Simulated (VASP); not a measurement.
# MgBe (Pmmn) in VASP: further runs

One crystal, MgBe, is run at these levels: PBEsol; tasks: single point.

Everything below comes from runs of VASP 6.6.1. Logs are shortened: lines on timing, memory, paths and dates and some standing lists are left out, and cuts for length are marked.

## Step 1: The cell of the first run

Symmetry: Pmmn, No. 59, orthorhombic system. The conventional cell has a = 3.521 Å, b = 5.169 Å, c = 5.147 Å, α = 90.00°, β = 90.00°, γ = 90.00°. Be (site symmetry mm2) is surrounded by 6 Mg at 3.06 to 3.16 Å and 4 Be at 3.28 Å. Mg (site symmetry mm2) has 6 Be at 3.06 to 3.16 Å and 4 Mg at 3.25 Å as nearest neighbours.

The cell comes from a database or a generator and needn't be the stable form of this composition.

## Step 2: Single point, PBEsol (Sr replaced by Be, lengths x 0.823, strained and moved within the space group)

INCAR

```
PREC = Accurate ; ENCUT = 520
EDIFF = 1E-6 ; ISMEAR = 0
SIGMA = 0.1 ; LREAL = False
LASPH = True ; NELM = 100
ALGO = Fast ; ISIF = 2
LWAVE = False ; LCHARG = False
GGA = PS ; NBANDS = 12
```

KPOINTS

```
Automatic mesh
0
Gamma
  12 8 8
```

POSCAR

```
MgBe
1.0
    3.5207896979      0.0000000000      0.0000000000
    0.0000000000      5.1694904398      0.0000000000
    0.0000000000      0.0000000000      5.1469691672
Be Mg
2 2
Direct
    0.0000000000      0.0000000000      0.9042260000
    0.5000000000      0.5000000000      0.0957740000
    0.5000000000      0.0000000000      0.4143060000
    0.0000000000      0.5000000000      0.5856940000
```

Potentials or basis: VASP PAW PBE potentials, release 64 (Be, Mg).

Run with:

```sh
cat potpaw_PBE.64/Be/POTCAR potpaw_PBE.64/Mg/POTCAR > POTCAR
mpirun -np 1 vasp_std > vasp.out
```

OUTCAR:

```text
PREC = Accurate
   ENCUT = 520
   EDIFF = 1E-6
   ISMEAR = 0
   LREAL = False
   LASPH = True
   NELM = 100
   ISIF = 2
   GGA = PS

 ion  position               nearest neighbor table
   1  0.000  0.000  0.904-
   2  0.500  0.500  0.096-
   3  0.500  0.000  0.414-   4 3.25   4 3.25   4 3.25   4 3.25
   4  0.000  0.500  0.586-   3 3.25   3 3.25   3 3.25   3 3.25

  LATTYP: Found a simple orthorhombic cell.
 ALAT       =     3.5207896979
 B/A-ratio  =     1.4618791830
 C/A-ratio  =     1.4682758368

  Lattice vectors:

 A1 = (  -3.5207896979,   0.0000000000,   0.0000000000)
 A2 = (   0.0000000000,   0.0000000000,   5.1469691672)
 A3 = (   0.0000000000,   5.1694904398,   0.0000000000)

Analysis of symmetry for initial positions (statically):
=====================================================================
 Subroutine PRICEL returns:
 Original cell was already a primitive cell.

 Routine SETGRP: Setting up the symmetry group for a
 simple orthorhombic supercell.

 Subroutine GETGRP returns: Found  8 space group operations
 (whereof  4 operations were pure point group operations)
 out of a pool of  8 trial point group operations.

The static configuration has the point symmetry C_2v.
 The point group associated with its full space group is D_2h.

Analysis of symmetry for dynamics (positions and initial velocities):
=====================================================================
 Subroutine PRICEL returns:
 Original cell was already a primitive cell.

 Routine SETGRP: Setting up the symmetry group for a
 simple orthorhombic supercell.

 Subroutine GETGRP returns: Found  8 space group operations
 (whereof  4 operations were pure point group operations)
 out of a pool of  8 trial point group operations.

The dynamic configuration has the point symmetry C_2v.
 The point group associated with its full space group is D_2h.

 Subroutine INISYM returns: Found  8 space group operations
 (whereof  4 operations are pure point group operations),
 and found     1 'primitive' translations

----------------------------------------------------------------------------------------

                                     Primitive cell

  volume of cell :      93.6784

  direct lattice vectors                    reciprocal lattice vectors
     3.520789698  0.000000000  0.000000000     0.284027189  0.000000000  0.000000000
     0.000000000  5.169490440  0.000000000     0.000000000  0.193442664  0.000000000
     0.000000000  0.000000000  5.146969167     0.000000000  0.000000000  0.194289099

[... 103 lines left out ...]
   EFERMI_NEDOS =   21; number of points for ismear=-14 and -15
   IALGO  =     68    algorithm
   IMIX   =      4    mixing-type and parameters
     AMIX     =   0.40;   BMIX     =  1.00
     AMIX_MAG =   1.60;   BMIX_MAG =  1.00
  volume/ion in A,a.u.               =      23.42       158.04
  Fermi-wavevector in a.u.,A,eV,Ry     =   0.720928  1.362356  7.071447  0.519737
  Thomas-Fermi vector in A             =   1.810505
   LORBIT       =      0    0 simple, 1 ext, 2 COOP (PROOUT), +10 PAW based schemes
   GGA     = PS    functional components
   LHFCALC =     F    Hartree Fock is set to
   AEXX    =    0.0000 exact exchange contribution
   IVDW    =     0    specifies the selected vdW correction
   LEPSILON=     F    determine dielectric tensor
   LRPA    =     F    only Hartree local field effects (RPA)
 non-spin polarized calculation
 RMM-DIIS sequential band-by-band and
 Gauss-broadening in eV      SIGMA  =   0.10
  energy-cutoff  :      520.00
  volume of cell :       93.68
 maximum number of plane-waves:      2557
 NGX is ok and might be reduce to    28
   NGX = 13   NGY = 19   NGZ = 19

 number of electron       8.0000000 magnetization

 Free energy of the ion-electron system (eV)
  ---------------------------------------------------
  ext. energy  EPLUGINS =         0.00000000
  ---------------------------------------------------
  free energy    TOTEN  =        -7.73359935 eV

  energy without entropy =       -7.72462014  energy(sigma->0) =       -7.72910975

 E-fermi :   1.4517     XC(G=0):  -7.9902

 val. band max:        1.4447244553   @ k =   0.3333   0.3750   0.3750
 cond. band min:       1.4656324960   @ k =   0.5000   0.1250   0.1250
 fundamental gap:      0.0209080407
 Fermi energy:         1.4516716638

 k-point     1 :       0.0000    0.0000    0.0000
  band No.  band energies     occupation
      1      -4.9255      2.00000
      2      -0.1559      2.00000
      3      -0.0117      2.00000
      4       0.3383      2.00000
      5       0.7378      2.00000
      6       4.8056      0.00000
      7       4.8651      0.00000
      8       5.0167      0.00000
      9       5.2567      0.00000
     10       5.8158      0.00000
     11       7.5963      0.00000
     12       7.6667      0.00000
[... 331 lines left out ...]
 k-point    24 :       0.1667    0.3750    0.0000
  band No.  band energies     occupation
      1      -3.8748      2.00000
      2      -2.5835      2.00000
      3       0.9431      2.00000
      4       1.1478      1.99998
      5       2.6891      0.00000
      6       2.8695      0.00000
      7       3.3206      0.00000
      8       4.4682      0.00000
      9       4.9264      0.00000
     10       7.0111      0.00000
     11       8.0734      0.00000
     12       9.0390      0.00000

 [... further k-points ...]

------------------------ aborting loop because EDIFF is reached ----------------------------------------

  FORCE on cell =-STRESS in cart. coord.  units (eV):
  Direction    XX          YY          ZZ          XY          YZ          ZX
  --------------------------------------------------------------------------------------
  -------------------------------------------------------------------------------------
  Total       -6.4528351     -6.3323756     -6.5150067      0.0000000      0.0000000      0.0000000
  in kB     -110.3625589   -108.3023461   -111.4258765      0.0000000      0.0000000      0.0000000
  external PRESSURE =    -110.0302605 kB  Pullay stress =       0.0000000 kB

 VOLUME and BASIS-vectors are now :
 -----------------------------------------------------------------------------
  energy-cutoff  :      520.00
  volume of cell :       93.68
      direct lattice vectors                 reciprocal lattice vectors
     3.520789698  0.000000000  0.000000000     0.284027189  0.000000000  0.000000000
     0.000000000  5.169490440  0.000000000     0.000000000  0.193442664  0.000000000
     0.000000000  0.000000000  5.146969167     0.000000000  0.000000000  0.194289099

 POSITION                                       TOTAL-FORCE (eV/Angst)
 -----------------------------------------------------------------------------------
      0.00000      0.00000      4.65402         0.000000      0.000000      0.032128
      1.76039      2.58475      0.49295         0.000000      0.000000     -0.032128
      1.76039      0.00000      2.13242         0.000000      0.000000     -0.218510
      0.00000      2.58475      3.01455         0.000000      0.000000      0.218510
 -----------------------------------------------------------------------------------
    total drift:                               -0.000000      0.000000      0.000000

  FREE ENERGIE OF THE ION-ELECTRON SYSTEM (eV)
  ---------------------------------------------------
  free  energy   TOTEN  =        -7.7335993528 eV

  energy  without entropy=       -7.7246201431  energy(sigma->0) =       -7.72910975
```

OSZICAR:

```text
N       E                     dE             d eps       ncg     rms          rms(c)
DAV:   1     0.102160061384E+01    0.10216E+01   -0.23387E+03  4200   0.468E+02
DAV:   2    -0.749241436275E+01   -0.85140E+01   -0.81502E+01  5364   0.540E+01
DAV:   3    -0.782759985548E+01   -0.33519E+00   -0.33146E+00  5784   0.862E+00
DAV:   4    -0.783019446409E+01   -0.25946E-02   -0.25932E-02  4864   0.934E-01
DAV:   5    -0.783021877305E+01   -0.24309E-04   -0.24308E-04  5480   0.959E-02    0.159E+00
RMM:   6    -0.776089917436E+01    0.69320E-01   -0.33069E-02  4297   0.610E-01    0.972E-01
RMM:   7    -0.773553589103E+01    0.25363E-01   -0.35784E-02  4733   0.712E-01    0.249E-01
RMM:   8    -0.773365963935E+01    0.18763E-02   -0.24800E-03  4623   0.253E-01    0.346E-02
RMM:   9    -0.773359722494E+01    0.62414E-04   -0.25971E-04  5009   0.855E-02    0.120E-02
RMM:  10    -0.773359751449E+01   -0.28956E-06   -0.33289E-05  5084   0.312E-02    0.313E-03
RMM:  11    -0.773359940958E+01   -0.18951E-05   -0.58992E-06  5044   0.143E-02    0.883E-04
RMM:  12    -0.773359935283E+01    0.56751E-07   -0.10333E-06  4127   0.568E-03
   1 F= -.77335994E+01 E0= -.77291097E+01  d E =-.897921E-02
```

Run time: 2.9 min. Hardware: 1 thread of Intel Xeon Platinum 8488C (Sapphire Rapids), shared host; peak memory 0.35 GiB.

What came out:

```yaml
Free_energy: -7.7336 eV
Pressure: -11.0 GPa
Largest_force: 0.219 eV/Å
Band_gap_on_the_k_mesh: none (metal or under the smearing width)
```

Forces on the atoms (eV/Å):
```
Be   0.000  0.000  0.032
Be   0.000  0.000 -0.032
Mg   0.000  0.000 -0.219
Mg   0.000  0.000  0.219
```

Levels at points of the mesh, in eV from the Fermi level:
| k point | band 1 | band 2 | band 3 | band 4 | band 5 | band 6 | band 7 | band 8 | band 9 |
| --- | --- | --- | --- | --- | --- | --- | --- | --- | --- |
| (0.00, 0.00, 0.00) | -6.38 | -1.61 | -1.46 | -1.11 | -0.71 | 3.35 | 3.41 | 3.57 | 3.81 |
| (0.50, 0.00, 0.00) | -3.58 | -3.58 | 0.71 | 0.71 | 1.22 | 1.22 | 1.84 | 1.84 | 2.03 |
| (0.00, 0.50, 0.00) | -5.07 | -5.07 | -0.51 | -0.51 | 0.73 | 0.73 | 4.44 | 4.44 | 4.48 |
| (0.50, 0.50, 0.00) | -2.41 | -2.41 | -2.21 | -2.21 | 1.66 | 1.66 | 3.00 | 3.00 | 3.15 |
| (0.00, 0.00, 0.50) | -5.14 | -4.99 | -0.44 | 0.09 | 0.16 | 0.18 | 3.87 | 5.03 | 5.22 |
| (0.50, 0.00, 0.50) | -2.45 | -2.45 | -2.16 | -2.16 | 1.87 | 1.87 | 2.29 | 2.29 | 3.50 |
| (0.00, 0.50, 0.50) | -3.87 | -3.87 | -3.67 | -3.67 | 4.62 | 4.62 | 4.80 | 4.80 | 5.20 |
| (0.50, 0.50, 0.50) | -1.55 | -1.55 | -1.22 | -1.22 | -0.86 | -0.86 | -0.34 | -0.34 | 6.38 |

Caveat: the PAW data sets were made with another functional, which shifts forces and pressure a little.

## Step 3: Single point, PBEsol (Sr replaced by Be, lengths x 0.823, strained and moved within the space group)

INCAR

```
SYSTEM = MgBe
PREC     = Accurate       ! precision mode
ENCUT    = 520            ! plane-wave cutoff, eV
EDIFF    = 1E-6           ! SCF threshold, eV
ISMEAR   = 0              ! smearing method
SIGMA    = 0.1            ! smearing width, eV
LREAL    = .False.        ! projectors in reciprocal space
LASPH    = .True.         ! aspherical terms in the spheres
NELM     = 100            ! most SCF steps
ALGO     = Normal         ! electronic algorithm
ISIF     = 2              ! what is computed and relaxed
LWAVE    = .False.        ! write WAVECAR
LCHARG   = .False.        ! write CHGCAR
GGA      = PS             ! functional
NBANDS   = 12             ! bands
```

KPOINTS

```
regular mesh
0
Gamma
  6 4 4
  0 0 0
```

POSCAR

```
MgBe
1.0
    3.4398441521      0.0000000000      0.0000000000
    0.0000000000      5.0170409958      0.0000000000
    0.0000000000      0.0000000000      5.0868042756
Be Mg
2 2
Direct
    0.0000000000      0.0000000000      0.9624445876
    0.5000000000      0.5000000000      0.0375554124
    0.5000000000      0.0000000000      0.4172382406
    0.0000000000      0.5000000000      0.5827617594
```

Potentials or basis: VASP PAW PBE potentials, release 64 (Be, Mg).

Run with:

```sh
cat potpaw_PBE.64/Be/POTCAR potpaw_PBE.64/Mg/POTCAR > POTCAR
mpirun -np 1 vasp_std > vasp.out
```

OUTCAR:

```text
SYSTEM = MgBe
   PREC = Accurate
   ENCUT = 520
   EDIFF = 1E-6
   ISMEAR = 0
   LREAL = .False.
   LASPH = .True.
   NELM = 100
   ISIF = 2
   GGA = PS

 ion  position               nearest neighbor table
   1  0.000  0.000  0.962-   3 2.88   3 2.88
   2  0.500  0.500  0.038-   4 2.88   4 2.88
   3  0.500  0.000  0.417-   1 2.88   1 2.88   4 3.16   4 3.16   4 3.16   4 3.16
   4  0.000  0.500  0.583-   2 2.88   2 2.88   3 3.16   3 3.16   3 3.16   3 3.16

  LATTYP: Found a simple orthorhombic cell.
 ALAT       =     3.4398441521
 B/A-ratio  =     1.4585082271
 C/A-ratio  =     1.4787891691

  Lattice vectors:

 A1 = (   3.4398441521,   0.0000000000,   0.0000000000)
 A2 = (   0.0000000000,   5.0170409958,   0.0000000000)
 A3 = (   0.0000000000,   0.0000000000,   5.0868042756)

Analysis of symmetry for initial positions (statically):
=====================================================================
 Subroutine PRICEL returns:
 Original cell was already a primitive cell.

 Routine SETGRP: Setting up the symmetry group for a
 simple orthorhombic supercell.

 Subroutine GETGRP returns: Found  8 space group operations
 (whereof  4 operations were pure point group operations)
 out of a pool of  8 trial point group operations.

The static configuration has the point symmetry C_2v.
 The point group associated with its full space group is D_2h.

Analysis of symmetry for dynamics (positions and initial velocities):
=====================================================================
 Subroutine PRICEL returns:
 Original cell was already a primitive cell.

 Routine SETGRP: Setting up the symmetry group for a
 simple orthorhombic supercell.

 Subroutine GETGRP returns: Found  8 space group operations
 (whereof  4 operations were pure point group operations)
 out of a pool of  8 trial point group operations.

The dynamic configuration has the point symmetry C_2v.
 The point group associated with its full space group is D_2h.

 Subroutine INISYM returns: Found  8 space group operations
 (whereof  4 operations are pure point group operations),
 and found     1 'primitive' translations

[... 133 lines left out ...]
 maximum number of plane-waves:      2401
 NGX is ok and might be reduce to    28
   NGX = 13   NGY = 19   NGZ = 19

 number of electron       8.0000000 magnetization

 Free energy of the ion-electron system (eV)
  ---------------------------------------------------
  ext. energy  EPLUGINS =         0.00000000
  ---------------------------------------------------
  free energy    TOTEN  =        -8.05180861 eV

  energy without entropy =       -8.04243154  energy(sigma->0) =       -8.04712007

 E-fermi :   1.6643     XC(G=0):  -8.1777

 val. band max:        1.6298269135   @ k =   0.5000   0.2500   0.2500
 cond. band min:       1.6751344270   @ k =   0.3333   0.0000   0.5000
 fundamental gap:      0.0453075135
 Fermi energy:         1.6643099001

 k-point     1 :       0.0000    0.0000    0.0000
  band No.  band energies     occupation
      1      -4.8859      2.00000
      2       0.1411      2.00000
      3       0.2190      2.00000
      4       0.6639      2.00000
      5       0.9143      2.00000
      6       4.7716      0.00000
      7       5.0153      0.00000
      8       5.1647      0.00000
      9       6.6682      0.00000
     10       6.8866      0.00000
     11       8.3406      0.00000
     12       8.6570      0.00000
[... 331 lines left out ...]
 k-point    24 :       0.5000    0.5000    0.2500
  band No.  band energies     occupation
      1      -0.3639      2.00000
      2      -0.3639      2.00000
      3      -0.2981      2.00000
      4      -0.2981      2.00000
      5       1.9711      0.00001
      6       1.9711      0.00001
      7       2.9380      0.00000
      8       2.9380      0.00000
      9       6.7383      0.00000
     10       6.7383      0.00000
     11       8.0124      0.00000
     12       8.0124      0.00000

 [... further k-points ...]

------------------------ aborting loop because EDIFF is reached ----------------------------------------

  FORCE on cell =-STRESS in cart. coord.  units (eV):
  Direction    XX          YY          ZZ          XY          YZ          ZX
  --------------------------------------------------------------------------------------
  -------------------------------------------------------------------------------------
  Total       -5.7439917     -5.8354403     -5.9998684      0.0000000      0.0000000      0.0000000
  in kB     -104.8317766   -106.5007745   -109.5017006      0.0000000      0.0000000      0.0000000
  external PRESSURE =    -106.9447506 kB  Pullay stress =       0.0000000 kB

 VOLUME and BASIS-vectors are now :
 -----------------------------------------------------------------------------
  energy-cutoff  :      520.00
  volume of cell :       87.79
      direct lattice vectors                 reciprocal lattice vectors
     3.439844152  0.000000000  0.000000000     0.290710845  0.000000000  0.000000000
     0.000000000  5.017040996  0.000000000     0.000000000  0.199320675  0.000000000
     0.000000000  0.000000000  5.086804276     0.000000000  0.000000000  0.196587080

 POSITION                                       TOTAL-FORCE (eV/Angst)
 -----------------------------------------------------------------------------------
      0.00000      0.00000      4.89577         0.000000      0.000000     -0.254192
      1.71992      2.50852      0.19104         0.000000      0.000000      0.254192
      1.71992      0.00000      2.12241         0.000000      0.000000     -0.131769
      0.00000      2.50852      2.96440         0.000000      0.000000      0.131769
 -----------------------------------------------------------------------------------
    total drift:                               -0.000000      0.000000     -0.000000

  FREE ENERGIE OF THE ION-ELECTRON SYSTEM (eV)
  ---------------------------------------------------
  free  energy   TOTEN  =        -8.0518086092 eV

  energy  without entropy=       -8.0424315369  energy(sigma->0) =       -8.04712007
```

Wall time 34 s (1 thread of Intel Xeon Platinum 8488C (Sapphire Rapids), shared host); peak memory 0.21 GiB.

Results:

- Free energy: -8.0518 eV
- Pressure: -10.7 GPa
- Largest force: 0.254 eV/Å
- Band gap on the k mesh: none (metal or under the smearing width)

Forces on the atoms (eV/Å):
```
Be   0.000  0.000 -0.254
Be   0.000  0.000  0.254
Mg   0.000  0.000 -0.132
Mg   0.000  0.000  0.132
```

Levels at points of the mesh, in eV from the Fermi level:
```tsv
k point	band 1	band 2	band 3	band 4	band 5	band 6	band 7	band 8	band 9
(0.00, 0.00, 0.00)	-6.55	-1.52	-1.45	-1.00	-0.75	3.11	3.35	3.50	5.00
(0.50, 0.00, 0.00)	-3.63	-3.63	1.21	1.21	1.37	1.37	1.46	1.46	2.38
(0.00, 0.50, 0.00)	-5.17	-5.17	-0.35	-0.35	0.59	0.59	4.73	4.73	4.90
(0.50, 0.50, 0.00)	-2.33	-2.33	-2.26	-2.26	1.74	1.74	3.07	3.07	3.23
(0.00, 0.00, 0.50)	-5.29	-5.12	-0.60	0.25	0.51	0.59	3.87	4.40	6.20
(0.50, 0.00, 0.50)	-2.56	-2.56	-2.07	-2.07	2.23	2.23	2.50	2.50	3.63
(0.00, 0.50, 0.50)	-4.04	-4.04	-3.62	-3.62	4.97	4.97	5.07	5.07	5.42
(0.50, 0.50, 0.50)	-1.46	-1.46	-1.17	-1.17	-1.11	-1.11	0.11	0.11	6.73
```

Caveat: the PAW data sets were made with another functional, which shifts forces and pressure a little.
